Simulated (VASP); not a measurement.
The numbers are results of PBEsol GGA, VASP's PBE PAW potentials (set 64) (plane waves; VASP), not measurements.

A VASP calculation is set up with these files.

**INCAR**
```
# general
SYSTEM   =  GaAs
PREC     =  Accurate
ENCUT    =  500
LREAL    =  .FALSE.
LASPH    =  .TRUE.

# electronic loop
EDIFF    =  1E-6
NELM     =  100
ALGO     =  Normal
LMAXMIX  =  4

# smearing
ISMEAR   =  0
SIGMA    =  0.05

# functional
GGA      =  PS

# ions
IBRION   =  2
NSW      =  40
ISIF     =  3
EDIFFG   =  -0.02

# output
LWAVE    =  .FALSE.
LCHARG   =  .FALSE.
```

KPOINTS:
```
Automatic mesh
0
Gamma
8 8 8
0 0 0
```

**POSCAR**
```
GaAs
1.0
  0.0000000000   2.8283254275   2.8283254275
  2.8283254275   0.0000000000   2.8283254275
  2.8283254275   2.8283254275   0.0000000000
Ga As
1 1
Cart
  0.0000000000   0.0000000000   0.0000000000
  1.4141627137   1.4141627137   1.4141627137
```

POTCAR, in this order: Ga_d As (PBE.64 set). Program: vasp_std.

Q: What does the run give for the energy per atom (σ→0), volume per atom, band gap (on the k-mesh)?

A: 
The energy per atom (σ→0) comes out as -4.544 eV/atom and the band gap (on the k-mesh) is 0.41 eV. The volume per atom is 22.72 Å³/atom.

### OSZICAR
```
...
       N       E                     dE             d eps       ncg     rms          rms(c)
DAV:   1    -0.909031513876E+01   -0.29898E-02   -0.39393E-02   974   0.409E+00    0.310E-01
DAV:   2    -0.908804645834E+01    0.22687E-02   -0.41718E-03   939   0.154E+00    0.142E-01
DAV:   3    -0.908747283341E+01    0.57362E-03   -0.72296E-04   989   0.556E-01    0.310E-02
DAV:   4    -0.908741928885E+01    0.53545E-04   -0.65172E-05   870   0.128E-01    0.105E-02
DAV:   5    -0.908741159909E+01    0.76898E-05   -0.43786E-06   835   0.316E-02    0.265E-03
DAV:   6    -0.908741136154E+01    0.23755E-06   -0.43697E-07   392   0.114E-02
   2 F= -.90874114E+01 E0= -.90874114E+01  d E =-.859392E-04
```

The structure was generated: GaAs was put into the zinc blende type (F-43m), which need not be its known phase. This run relaxes it. Symmetry was kept, so distortions that lower it aren't found.
